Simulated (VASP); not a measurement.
# ZnAg (Pm-3m) in VASP: further runs

One crystal, ZnAg, is run at these levels: LDA; tasks: single point, relaxation of cell and atoms.

Everything below comes from runs of VASP 6.6.1. Logs are shortened: lines on timing, memory, paths and dates and some standing lists are left out, and cuts for length are marked.

## Step 1: Starting point

The structure is cubic, space group Pm-3m (No. 221). The conventional cell has a = 3.081 Å, b = 3.081 Å, c = 3.081 Å, α = 90.00°, β = 90.00°, γ = 90.00°. Zn (site symmetry m-3m) is surrounded by 8 Ag at 2.67 Å. Ag (site symmetry m-3m) is surrounded by 8 Zn at 2.67 Å.

## Step 2: Single point, LDA

Input file INCAR:

```
SYSTEM = ZnAg
PREC = Accurate ; ENCUT = 520
EDIFF = 1E-6 ; ISMEAR = -1
SIGMA = 0.1 ; LREAL = .FALSE.
LASPH = .TRUE. ; NELM = 100
ALGO = Normal ; ISIF = 2
LWAVE = .FALSE. ; LCHARG = .FALSE.
GGA = CA ; NBANDS = 18
```

Input file KPOINTS:

```
Automatic mesh
0
G
  6 6 6
  0 0 0
```

Input file POSCAR:

```
ZnAg
1.0
    3.0805204963      0.0000000000      0.0000000000
    0.0000000000      3.0805204963      0.0000000000
    0.0000000000      0.0000000000      3.0805204963
Zn Ag
1 1
Direct
    0.5000000000      0.5000000000      0.5000000000
    0.0000000000      0.0000000000      0.0000000000
```

Potentials or basis: VASP PAW LDA potentials, release 64 (Zn, Ag).

Run with:

```
cat potpaw_LDA.64/Zn/POTCAR potpaw_LDA.64/Ag/POTCAR > POTCAR
mpirun -np 1 vasp_std > vasp.out
```

OUTCAR:

```text
SYSTEM = ZnAg
   PREC = Accurate
   ENCUT = 520
   EDIFF = 1E-6
   ISMEAR = -1
   LREAL = .FALSE.
   LASPH = .TRUE.
   NELM = 100
   ISIF = 2
   GGA = CA

 ion  position               nearest neighbor table
   1  0.500  0.500  0.500-   2 2.67   2 2.67   2 2.67   2 2.67   2 2.67   2 2.67   2 2.67   2 2.67

   2  0.000  0.000  0.000-   1 2.67   1 2.67   1 2.67   1 2.67   1 2.67   1 2.67   1 2.67   1 2.67

  LATTYP: Found a simple cubic cell.
 ALAT       =     3.0805204963

  Lattice vectors:

 A1 = (   3.0805204963,   0.0000000000,   0.0000000000)
 A2 = (   0.0000000000,   3.0805204963,   0.0000000000)
 A3 = (   0.0000000000,   0.0000000000,   3.0805204963)

Analysis of symmetry for initial positions (statically):
=====================================================================
 Subroutine PRICEL returns:
 Original cell was already a primitive cell.

 Routine SETGRP: Setting up the symmetry group for a
 simple cubic supercell.

 Subroutine GETGRP returns: Found 48 space group operations
 (whereof 48 operations were pure point group operations)
 out of a pool of 48 trial point group operations.

The static configuration has the point symmetry O_h .

Analysis of symmetry for dynamics (positions and initial velocities):
=====================================================================
 Subroutine PRICEL returns:
 Original cell was already a primitive cell.

 Routine SETGRP: Setting up the symmetry group for a
 simple cubic supercell.

 Subroutine GETGRP returns: Found 48 space group operations
 (whereof 48 operations were pure point group operations)
 out of a pool of 48 trial point group operations.

The dynamic configuration has the point symmetry O_h .

 Subroutine INISYM returns: Found 48 space group operations
 (whereof 48 operations are pure point group operations),
 and found     1 'primitive' translations

----------------------------------------------------------------------------------------

                                     Primitive cell

  volume of cell :      29.2329

  direct lattice vectors                    reciprocal lattice vectors
     3.080520496  0.000000000  0.000000000     0.324620466  0.000000000  0.000000000
     0.000000000  3.080520496  0.000000000     0.000000000  0.324620466  0.000000000
     0.000000000  0.000000000  3.080520496     0.000000000  0.000000000  0.324620466

  length of vectors
[... 75 lines left out ...]
   ENCUT  =  520.0 eV  38.22 Ry    6.18 a.u.   5.73  5.73  5.73*2*pi/ulx,y,z
   NELM   =    100;   NELMIN=  2; NELMDL= -5     # of ELM steps
   EDIFF  = 0.1E-05   stopping-criterion for ELM
   LREAL  =      F    real-space projection
   EDIFFG = 0.1E-04   stopping-criterion for IOM
   NSW    =      0    number of steps for IOM
   IBRION =     -1    ionic relax: 0-MD 1-quasi-New 2-CG
   NFREE  =      0    steps in history (QN), initial steepest desc. (CG)
   ISIF   =      2    stress and relaxation
   ISYM   =      2    0-nonsym 1-usesym 2-fastsym
   POTIM  = 0.5000    time-step for ionic-motion
   TEBEG  =    0.0;   TEEND  =   0.0 temperature during run
   PSTRESS=    0.0 pullay stress
   NELECT =      23.0000    total number of electrons
   NUPDOWN=      -1.0000    fix difference up-down
   EMIN   =  10.00;   EMAX   =-10.00  energy-range for DOS
   EFERMI =   0.00;   METHOD = LEGACY
   ISMEAR =    -1;   SIGMA  =   0.10  broadening in eV -4-tet -1-fermi 0-gaus
   EFERMI_NEDOS =   21; number of points for ismear=-14 and -15
   IALGO  =     38    algorithm
   IMIX   =      4    mixing-type and parameters
     AMIX     =   0.40;   BMIX     =  1.00
     AMIX_MAG =   1.60;   BMIX_MAG =  1.00
  volume/ion in A,a.u.               =      14.62        98.64
  Fermi-wavevector in a.u.,A,eV,Ry     =   1.511332  2.856004 31.077418  2.284126
  Thomas-Fermi vector in A             =   2.621404
   LORBIT       =      0    0 simple, 1 ext, 2 COOP (PROOUT), +10 PAW based schemes
   GGA     = CA    functional components
   LHFCALC =     F    Hartree Fock is set to
   AEXX    =    0.0000 exact exchange contribution
   IVDW    =     0    specifies the selected vdW correction
   LEPSILON=     F    determine dielectric tensor
   LRPA    =     F    only Hartree local field effects (RPA)
 non-spin polarized calculation
  energy-cutoff  :      520.00
  volume of cell :       29.23
 maximum number of plane-waves:       840
 NGX is ok and might be reduce to    24
   NGX = 11   NGY = 11   NGZ = 11

 number of electron      22.9999973 magnetization

 Free energy of the ion-electron system (eV)
  ---------------------------------------------------
  ext. energy  EPLUGINS =         0.00000000
  ---------------------------------------------------
  free energy    TOTEN  =        -5.72935341 eV

  energy without entropy =       -5.69764691  energy(sigma->0) =       -5.71350016

 E-fermi :   6.9599     XC(G=0): -12.8349

 val. band max:        6.9385393964   @ k =   0.5000   0.3333   0.3333
 cond. band min:       6.9687094625   @ k =   0.3333   0.3333   0.0000
 fundamental gap:      0.0301700661
 Fermi energy:         6.9598720972

 k-point     1 :       0.0000    0.0000    0.0000
  band No.  band energies     occupation
      1      -3.1059      2.00000
      2      -1.3212      2.00000
      3      -1.3212      2.00000
      4      -0.5976      2.00000
      5      -0.5976      2.00000
      6      -0.5976      2.00000
[... 397 lines left out ...]
      5      -0.2242      2.00000
      6       0.3196      2.00000
[... 10 lines left out ...]
     17      11.9939      0.00000
     18      13.7362      0.00000

------------------------ aborting loop because EDIFF is reached ----------------------------------------

  FORCE on cell =-STRESS in cart. coord.  units (eV):
  Direction    XX          YY          ZZ          XY          YZ          ZX
  --------------------------------------------------------------------------------------
  -------------------------------------------------------------------------------------
  Total        0.0874544      0.0874544      0.0874544     -0.0000000      0.0000000     -0.0000000
  in kB        4.7931375      4.7931375      4.7931375     -0.0000000      0.0000000     -0.0000000
  external PRESSURE =       4.7931375 kB  Pullay stress =       0.0000000 kB

 VOLUME and BASIS-vectors are now :
 -----------------------------------------------------------------------------
  energy-cutoff  :      520.00
  volume of cell :       29.23
      direct lattice vectors                 reciprocal lattice vectors
     3.080520496  0.000000000  0.000000000     0.324620466  0.000000000  0.000000000
     0.000000000  3.080520496  0.000000000     0.000000000  0.324620466  0.000000000
     0.000000000  0.000000000  3.080520496     0.000000000  0.000000000  0.324620466

 POSITION                                       TOTAL-FORCE (eV/Angst)
 -----------------------------------------------------------------------------------
      1.54026      1.54026      1.54026         0.000000      0.000000      0.000000
      0.00000      0.00000      0.00000         0.000000      0.000000      0.000000
 -----------------------------------------------------------------------------------
    total drift:                                0.000000      0.000000     -0.000000

  FREE ENERGIE OF THE ION-ELECTRON SYSTEM (eV)
  ---------------------------------------------------
  free  energy   TOTEN  =        -5.7293534131 eV

  energy  without entropy=       -5.6976469053  energy(sigma->0) =       -5.71350016
```

OSZICAR:

```text
N       E                     dE             d eps       ncg     rms          rms(c)
DAV:   1     0.127524081324E+03    0.12752E+03   -0.11682E+04   720   0.169E+03
DAV:   2    -0.181975938219E+01   -0.12934E+03   -0.12403E+03   720   0.312E+02
DAV:   3    -0.628688858738E+01   -0.44671E+01   -0.44334E+01   780   0.661E+01
DAV:   4    -0.632043377247E+01   -0.33545E-01   -0.33530E-01   814   0.512E+00
DAV:   5    -0.632079819839E+01   -0.36443E-03   -0.36442E-03   762   0.542E-01    0.781E+00
DAV:   6    -0.577076729605E+01    0.55003E+00   -0.18887E+00   770   0.171E+01    0.497E+00
DAV:   7    -0.574292010011E+01    0.27847E-01   -0.32097E-02   940   0.460E+00    0.274E+00
DAV:   8    -0.572946556821E+01    0.13455E-01   -0.84551E-03   744   0.105E+00    0.172E-01
DAV:   9    -0.572935175595E+01    0.11381E-03   -0.15118E-04   920   0.440E-01    0.449E-02
DAV:  10    -0.572935483524E+01   -0.30793E-05   -0.38038E-05   752   0.764E-02    0.836E-03
DAV:  11    -0.572935341759E+01    0.14177E-05   -0.57277E-06   750   0.372E-02    0.233E-03
DAV:  12    -0.572935341312E+01    0.44656E-08   -0.38368E-07   380   0.652E-03
   1 F= -.57293534E+01 E0= -.57135002E+01  d E =-.317065E-01
```

Run time: 4.6 s. Hardware: 1 thread of Intel Xeon Platinum 8488C (Sapphire Rapids), shared host; peak memory 0.13 GiB.

Results:

```
Free energy            : -5.7294 eV
Pressure               : 0.5 GPa
Band gap on the k mesh : none (metal or under the smearing width)
```

## Step 3: Relaxation of cell and atoms, LDA

This run uses another cell than the first one, of 15.72 Å³/atom, 1.075 times its volume.

Input file INCAR:

```
SYSTEM = ZnAg
PREC = Accurate
ENCUT = 600
EDIFF = 1E-6
ISMEAR = -1
SIGMA = 0.1
LREAL = .False.
LASPH = .True.
NELM = 100
ALGO = Normal
ISIF = 3
LWAVE = .False.
LCHARG = .False.
IBRION = 2
NSW = 60
EDIFFG = -0.01
```

Input file KPOINTS:

```
regular mesh
0
Gamma
  6 6 6
  0 0 0
```

Input file POSCAR:

```
ZnAg
1.0
    3.1560000000      0.0000000000      0.0000000000
    0.0000000000      3.1560000000      0.0000000000
    0.0000000000      0.0000000000      3.1560000000
Zn Ag
1 1
Direct
    0.5000000000      0.5000000000      0.5000000000
    0.0000000000      0.0000000000      0.0000000000
```

Potentials or basis: VASP PAW LDA potentials, release 64 (Zn, Ag).

Run with:

```
cat potpaw_LDA.64/Zn/POTCAR potpaw_LDA.64/Ag/POTCAR > POTCAR
mpirun -np 1 vasp_std > vasp.out
```

Run time: 19 s. Hardware: 1 thread of Intel Xeon Platinum 8488C (Sapphire Rapids), shared host; peak memory 0.15 GiB.

The run converged. Its results:

- Free energy: -5.7303 eV
- Relaxed volume: 14.67 Å³/atom
- Relaxed cell: a = 3.084 Å, b = 3.084 Å, c = 3.084 Å, α = 90.00°, β = 90.00°, γ = 90.00°
- Space group after relaxing (to 0.05 Å): Pm-3m (No. 221)
- Energy gained by relaxing: 25.7 meV/atom
- Ionic steps: 3
- Pressure after relaxing: 0.0 GPa
- Band gap on the k mesh: none (metal or under the smearing width)

The path:
```
step  energy change (eV)  largest force (eV/Å)  pressure (GPa)  volume (Å³)
   1              0.0000                0.0000           -7.23        31.43
   2             -0.0361                0.0000            4.89        28.32
   3             -0.0513                0.0000            0.04        29.34
```

Final structure:
```
Zn Ag
1.0
     3.08421    0.00000    0.00000
     0.00000    3.08421    0.00000
     0.00000    0.00000    3.08421
Zn Ag
1 1
Direct
  0.50000 0.50000 0.50000
  0.00000 0.00000 0.00000
```

Levels at points of the mesh, in eV from the Fermi level:
```csv
k point,band 7,band 8,band 9,band 10,band 11,band 12,band 13,band 14,band 15
"(0.00, 0.00, 0.00)",-5.70,-5.70,-4.45,-4.45,-4.45,5.43,5.43,5.43,11.10
"(0.50, 0.00, 0.00)",-6.09,-5.41,-5.40,-5.40,-4.63,-2.67,10.99,10.99,11.25
"(0.50, 0.50, 0.00)",-5.35,-4.65,-4.65,-4.07,-1.84,-1.84,1.72,2.45,11.13
"(0.50, 0.50, 0.50)",-6.62,-6.62,-4.03,-4.03,1.82,4.22,4.22,4.22,5.02
```
